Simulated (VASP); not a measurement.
Here is a VASP 6.6.1 calculation.

The input POSCAR:

```
MgO
1.0
    0.0000000000      2.0970013927      2.0970013927
    2.0970013927      0.0000000000      2.0970013927
    2.0970013927      2.0970013927      0.0000000000
Mg O
1 1
Direct
    0.0000000000      0.0000000000      0.0000000000
    0.5000000000      0.5000000000      0.5000000000
```

The input INCAR.step1:

```
SYSTEM = MgO
PREC     = Accurate       ! precision mode
ENCUT    = 520            ! plane-wave cutoff, eV
EDIFF    = 1E-8           ! SCF threshold, eV
ISMEAR   = 0              ! smearing method
SIGMA    = 0.02           ! smearing width, eV
LREAL    = .FALSE.        ! projectors in reciprocal space
LASPH    = .TRUE.         ! aspherical terms in the spheres
NELM     = 60             ! most SCF steps
ALGO     = Normal         ! electronic algorithm
ISIF     = 2              ! what is computed and relaxed
LWAVE    = .FALSE.        ! write WAVECAR
LCHARG   = .FALSE.        ! write CHGCAR
GGA      = PE             ! functional
LEPSILON = .TRUE.         ! dielectric tensor by DFPT
```

File KPOINTS.step1:

```
Automatic mesh
0
G
  10 10 10
  0 0 0
```

INCAR.step2

```
SYSTEM = MgO
PREC     = Accurate       ! precision mode
ENCUT    = 520            ! plane-wave cutoff, eV
EDIFF    = 1E-5           ! SCF threshold, eV
ISMEAR   = 0              ! smearing method
SIGMA    = 0.02           ! smearing width, eV
LREAL    = .FALSE.        ! projectors in reciprocal space
LASPH    = .TRUE.         ! aspherical terms in the spheres
NELM     = 60             ! most SCF steps
ALGO     = Normal         ! electronic algorithm
ISIF     = 2              ! what is computed and relaxed
LWAVE    = .TRUE.         ! write WAVECAR
LCHARG   = .FALSE.        ! write CHGCAR
GGA      = PE             ! functional
```

Contents of KPOINTS.step2:

```
regular mesh
0
G
  8 8 8
  0 0 0
```

Contents of INCAR.step3:

```
SYSTEM = MgO
PREC     = Accurate       ! precision mode
ENCUT    = 520            ! plane-wave cutoff, eV
EDIFF    = 1E-6           ! SCF threshold, eV
ISMEAR   = 0              ! smearing method
SIGMA    = 0.02           ! smearing width, eV
LREAL    = .FALSE.        ! projectors in reciprocal space
LASPH    = .TRUE.         ! aspherical terms in the spheres
NELM     = 60             ! most SCF steps
ALGO     = Normal         ! electronic algorithm
ISIF     = 2              ! what is computed and relaxed
LWAVE    = .FALSE.        ! write WAVECAR
LCHARG   = .FALSE.        ! write CHGCAR
GGA      = PE             ! functional
LHFCALC  = .TRUE.         ! exact exchange
AEXX     = 0.3209         ! exact-exchange fraction
PRECFOCK = Fast         
HFRCUT   = -1           
ISTART   = 1
```

Contents of KPOINTS.step3:

```
regular mesh
0
G
  8 8 8
  0 0 0
```

KPOINTS_OPT

```
path GXWKGLUWLK,UX
12
line-mode
reciprocal
 0.0000000000  0.0000000000  0.0000000000  G
 0.5000000000  0.0000000000  0.5000000000  X

 0.5000000000  0.0000000000  0.5000000000  X
 0.5000000000  0.2500000000  0.7500000000  W

 0.5000000000  0.2500000000  0.7500000000  W
 0.3750000000  0.3750000000  0.7500000000  K

 0.3750000000  0.3750000000  0.7500000000  K
 0.0000000000  0.0000000000  0.0000000000  G

 0.0000000000  0.0000000000  0.0000000000  G
 0.5000000000  0.5000000000  0.5000000000  L

 0.5000000000  0.5000000000  0.5000000000  L
 0.6250000000  0.2500000000  0.6250000000  U

 0.6250000000  0.2500000000  0.6250000000  U
 0.5000000000  0.2500000000  0.7500000000  W

 0.5000000000  0.2500000000  0.7500000000  W
 0.5000000000  0.5000000000  0.5000000000  L

 0.5000000000  0.5000000000  0.5000000000  L
 0.3750000000  0.3750000000  0.7500000000  K

 0.6250000000  0.2500000000  0.6250000000  U
 0.5000000000  0.0000000000  0.5000000000  X
```

Potentials or basis: VASP PAW PBE potentials, release 64 (Mg, O).

Command:

```console
$ cat potpaw_PBE.64/Mg/POTCAR potpaw_PBE.64/O/POTCAR > POTCAR
$ cp INCAR.step1 INCAR
$ cp KPOINTS.step1 KPOINTS
$ mpirun -np 1 vasp_std > vasp.out
$ cp INCAR.step2 INCAR
$ cp KPOINTS.step2 KPOINTS
$ mpirun -np 1 vasp_std > vasp.out
$ cp INCAR.step3 INCAR
$ cp KPOINTS.step3 KPOINTS
$ mpirun -np 1 vasp_std > vasp.out
```

Predict the pressure.

-0.9 GPa.

What does it give for the band gap along the path?

8.04 eV, direct.

What does it give for the band gap on the k mesh?

8.04 eV, direct.

Levels at the corners of the path, in eV from the valence-band top:
| point | band 2 | band 3 | band 4 | band 5 | band 6 | band 7 |
| --- | --- | --- | --- | --- | --- | --- |
| Γ | 0.00 | 0.00 | 0.00 | 8.04 | 19.40 | 19.40 |
| X | -4.56 | -1.53 | -1.53 | 12.35 | 13.54 | 17.15 |
| X | -4.56 | -1.53 | -1.53 | 12.35 | 13.54 | 17.15 |
| W | -3.30 | -3.30 | -1.98 | 15.32 | 15.32 | 15.96 |
| W | -3.30 | -3.30 | -1.98 | 15.32 | 15.32 | 15.96 |
| K | -3.90 | -3.01 | -1.31 | 13.51 | 15.54 | 16.42 |
| K | -3.90 | -3.01 | -1.31 | 13.51 | 15.54 | 16.42 |
| Γ | 0.00 | 0.00 | 0.00 | 8.04 | 19.40 | 19.40 |
| Γ | 0.00 | 0.00 | 0.00 | 8.04 | 19.40 | 19.40 |
| L | -5.11 | -0.75 | -0.75 | 11.24 | 16.67 | 20.04 |
| L | -5.11 | -0.75 | -0.75 | 11.24 | 16.67 | 20.04 |
| U | -3.90 | -3.01 | -1.31 | 13.51 | 15.54 | 16.42 |
| U | -3.90 | -3.01 | -1.31 | 13.51 | 15.54 | 16.42 |
| W | -3.30 | -3.30 | -1.98 | 15.32 | 15.32 | 15.96 |
| W | -3.30 | -3.30 | -1.98 | 15.32 | 15.32 | 15.96 |
| L | -5.11 | -0.75 | -0.75 | 11.24 | 16.67 | 20.04 |
| L | -5.11 | -0.75 | -0.75 | 11.24 | 16.67 | 20.04 |
| K | -3.90 | -3.01 | -1.31 | 13.51 | 15.54 | 16.42 |
| U | -3.90 | -3.01 | -1.31 | 13.51 | 15.54 | 16.42 |
| X | -4.56 | -1.53 | -1.53 | 12.35 | 13.54 | 17.15 |

Caveat: the PAW data sets were made with another functional, which shifts forces and pressure a little.

**Measured values to compare with.**

“Electronic structure of alkaline earth and post-transition metal oxides”, 2009, arxiv:0908.1581 quotes, for a bulk crystal of MgO: band gap 7.83 eV.

Measured gap of MgO: 7.83 eV (quoted in “Electronic structure of alkaline earth and post-transition metal oxides”, 2009, arxiv:0908.1581). This calculation gives 8.04 eV (+0.21 eV). The value is that of PBE-EpsX, without temperature or zero-point motion. The cell is a database's relaxed one, not the measured one, which moves gaps too.
